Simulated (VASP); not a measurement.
Input for VASP

File KPOINTS:
```
Automatic mesh
0
Gamma
9 9 5
0 0 0
```

INCAR:
```
# general
SYSTEM  = AuBr
PREC    = Accurate
ENCUT   = 400   # plane-wave cut-off (eV)
LREAL   = F   # projection in real space or not
LASPH   = T   # aspherical one-centre terms

# electronic loop
EDIFF   = 1E-7   # SCF stop (eV)
NELM    = 100
ALGO    = Normal
LMAXMIX = 6

# smearing
ISMEAR  = -5   # tetrahedra, Bloechl

# functional
GGA     = PS

# ions
ISIF    = 2

# output
LWAVE   = F
LCHARG  = T
LORBIT  = 11
NEDOS   = 601
```

File POSCAR:
```
AuBr
1
    4.4034328538    -0.0000000000    -0.0000000000
   -2.2017164269     3.8134848550    -0.0000000000
   -0.0000000000     0.0000000000     6.7801253011
Au Br
2 2
Direct
  0.3333330000   0.6666670000   0.9644204597
  0.6666670000   0.3333330000   0.4644204597
  0.3333330000   0.6666670000   0.4105795403
  0.6666670000   0.3333330000   0.9105795403
```

POTCAR, in this order: Au Br (PBE.64 set). Program: vasp_std.

Write an equivalent input for Ansatz.

One equivalent input (not run):
Ansatz 0.2 input:
```yaml
crystal:
  lattice:
    - [4.4034329, 0.0000000, 0.0000000]
    - [-2.2017164, 3.8134849, 0.0000000]
    - [0.0000000, 0.0000000, 6.7801253]
  atoms:
    - { symbol: Au, position: [0.3333330, 0.6666670, 0.9644205] }
    - { symbol: Au, position: [0.6666670, 0.3333330, 0.4644205] }
    - { symbol: Br, position: [0.3333330, 0.6666670, 0.4105795] }
    - { symbol: Br, position: [0.6666670, 0.3333330, 0.9105795] }
kpoints:
  mp_grid: { grid: [9, 9, 5] }
hamiltonian:
  xc: pbesol
  pseudopotentials: { kind: paw }
scf:
  occupations: { method: tetrahedron }
  max_iter: 100
output: { forces: true, stress: true, eigenvalues: true }
```
What does not carry over: each code has its own PAW files, so the cut-off isn't converted (ENCUT is set for VASP's; basis.ecutwfc is left out, and Ansatz then takes the one that its files recommend); Ansatz stops its SCF on the density residual and VASP on the energy change (EDIFF).

The structure was generated: AuBr was put into the wurtzite type (P6_3mc), which need not be its known phase. It was relaxed first, which changed the volume by +10 %.
